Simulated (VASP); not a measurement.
Input:

```
MnF2
1.0
    4.85820     0.00000     0.00000
    0.00000     4.85820     0.00000
    0.00000     0.00000     3.29352
Mn F
2 4
Direct
  0.00000   0.00000   0.00000
  0.50000   0.50000   0.50000
  0.30414   0.30414   0.00000
  0.80414   0.19586   0.50000
  0.19586   0.80414   0.50000
  0.69586   0.69586   0.00000
```
Starting moments (μB, in the order of the record's atoms Mn Mn F F F F): 4.6 -4.6 0.0 0.0 0.0 0.0.

Calculation: MS2 meta-GGA, VASP's PBE PAW potentials (set 64) (plane waves; VASP 6.6.1). Numerical set-up: 520 eV cut-off, 5×5×8 Γ-centred mesh, tetrahedra with Blöchl corrections, potentials Mn_pv F.

The cores are frozen, which limits the accuracy of field gradients.

Give the principal components of the electric field gradient (V/Å²) and the asymmetry η at each nucleus.

| atom | Vxx | Vyy | Vzz | η |
|---|---|---|---|---|
| Mn1 | -12.6 | -12.5 | 25.0 | 0.00 |
| Mn2 | -12.6 | -12.5 | 25.0 | 0.00 |
| F3 | 43.2 | 18.1 | -61.3 | 0.41 |
| F4 | 43.2 | 18.1 | -61.3 | 0.41 |
| F5 | 43.2 | 18.1 | -61.3 | 0.41 |
| F6 | 43.2 | 18.1 | -61.3 | 0.41 |

The compound is MnF2 in the rutile structure. It was relaxed first.
